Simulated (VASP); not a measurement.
Computed with PBEsol GGA, VASP's PBE PAW potentials (set 64) (plane waves; VASP 6.6.1).

The input files of a VASP run:

**POSCAR**
```
BN
1.0
  1.2526904821  -2.1697239507   0.0000000000
  1.2526904821   2.1697239507   0.0000000000
  0.0000000000   0.0000000000   6.8224324319
B N
2 2
Direct
  0.3333330000   0.6666670000   0.2500000000
  0.6666670000   0.3333330000   0.7500000000
  0.6666670000   0.3333330000   0.2500000000
  0.3333330000   0.6666670000   0.7500000000
```

**INCAR**
```
# general
SYSTEM=BN
PREC  =Accurate
ENCUT =520
LREAL =F
LASPH =T

# electronic loop
EDIFF =1E-7
NELM  =100
ALGO  =Normal

# smearing
ISMEAR=-5

# functional
GGA   =PS

# ions
ISIF  =2

# output
LWAVE =F
LCHARG=T
LORBIT=11
NEDOS =601
```

**KPOINTS**
```
Automatic mesh
0
Gamma
11 11 4
0 0 0
```

POTCAR, in this order: B N (PBE.64 set). Program: vasp_std.

Output of the run:

**OUTCAR**
```
 ion  position               nearest neighbor table
   1  0.333  0.667  0.250-   3 1.45   3 1.45   3 1.45
   2  0.667  0.333  0.750-   4 1.45   4 1.45   4 1.45
   3  0.667  0.333  0.250-   1 1.45   1 1.45   1 1.45
   4  0.333  0.667  0.750-   2 1.45   2 1.45   2 1.45
  LATTYP: Found a hexagonal cell.
 ALAT       =     2.5053813016
 C/A-ratio  =     2.7231114193
 Subroutine PRICEL returns:
 Original cell was already a primitive cell.
 Subroutine GETGRP returns: Found 24 space group operations
The static configuration has the point symmetry D_3d.
 The point group associated with its full space group is D_6h.
The dynamic configuration has the point symmetry D_3d.
 Subroutine INISYM returns: Found 24 space group operations
 Subroutine IBZKPT returns following result:
 Found     48 irreducible k-points:

 Following reciprocal coordinates:
            Coordinates               Weight
  0.000000  0.000000  0.000000      1.000000
  0.090909  0.000000  0.000000      6.000000
  0.181818  0.000000  0.000000      6.000000
  0.272727  0.000000  0.000000      6.000000
  0.363636  0.000000  0.000000      6.000000
...
```

**OSZICAR**
```
       N       E                     dE             d eps       ncg     rms          rms(c)
DAV:   1     0.608122812369E+02    0.60812E+02   -0.82869E+03  1160   0.123E+03
DAV:   2    -0.356414555148E+02   -0.96454E+02   -0.87678E+02  1656   0.263E+02
DAV:   3    -0.399736543009E+02   -0.43322E+01   -0.43040E+01  1480   0.582E+01
DAV:   4    -0.400228966151E+02   -0.49242E-01   -0.49208E-01  1444   0.663E+00
DAV:   5    -0.400237049377E+02   -0.80832E-03   -0.80824E-03  1464   0.824E-01    0.110E+01
DAV:   6    -0.369605455757E+02    0.30632E+01   -0.75786E+00  1344   0.223E+01    0.506E+00
DAV:   7    -0.366590271648E+02    0.30152E+00   -0.45337E-01  1420   0.584E+00    0.307E+00
DAV:   8    -0.365713661811E+02    0.87661E-01   -0.27023E-01  1392   0.398E+00    0.388E-01
DAV:   9    -0.365686686703E+02    0.26975E-02   -0.10762E-02  1360   0.927E-01    0.169E-01
DAV:  10    -0.365693819708E+02   -0.71330E-03   -0.10073E-03  1412   0.271E-01    0.351E-02
DAV:  11    -0.365694720365E+02   -0.90066E-04   -0.13566E-04  1444   0.102E-01    0.224E-02
DAV:  12    -0.365694722584E+02   -0.22185E-06   -0.34482E-05  1396   0.507E-02    0.295E-03
DAV:  13    -0.365694724836E+02   -0.22524E-06   -0.12490E-06  1444   0.102E-02    0.115E-03
DAV:  14    -0.365694725559E+02   -0.72297E-07   -0.11272E-07  1176   0.280E-03
   1 F= -.36569473E+02 E0= -.36569473E+02  d E =0.000000E+00
```

File OUTCAR:
```
------------------------ aborting loop because EDIFF is reached ----------------------------------------
  FORCE on cell =-STRESS in cart. coord.  units (eV):
  Direction    XX          YY          ZZ          XY          YZ          ZX
  --------------------------------------------------------------------------------------
  Total        0.0254080      0.0254080      0.0554475     -0.0000000      0.0000000     -0.0000000
  in kB        1.0976506      1.0976510      2.3953855     -0.0000000      0.0000000     -0.0000000
  external PRESSURE =       1.5302290 kB  Pullay stress =       0.0000000 kB
  volume of cell :       37.09
      direct lattice vectors                 reciprocal lattice vectors
     1.252690482 -2.169723951  0.000000000     0.399140895 -0.230444062  0.000000000
     1.252690482  2.169723951  0.000000000     0.399140895  0.230444062  0.000000000
     0.000000000  0.000000000  6.822432432     0.000000000  0.000000000  0.146575288
  FREE ENERGIE OF THE ION-ELECTRON SYSTEM (eV)
  ---------------------------------------------------
  free  energy   TOTEN  =       -36.5694725559 eV

  energy  without entropy=      -36.5694725559  energy(sigma->0) =      -36.56947256

 total charge

# of ion       s       p       d       tot
------------------------------------------
    1        0.742   1.424   0.000   2.166
    2        0.742   1.424   0.000   2.166
    3        1.220   2.786   0.000   4.006
    4        1.220   2.786   0.000   4.006
--------------------------------------------------
tot          3.923   8.420   0.000  12.343
```
(Selected blocks of OUTCAR.)

Without a dispersion term in the relaxation, distances and binding between the weakly bound layers, chains or molecules are unreliable, and so is what depends on them.

The compound is BN in the hex structure. It was relaxed first.
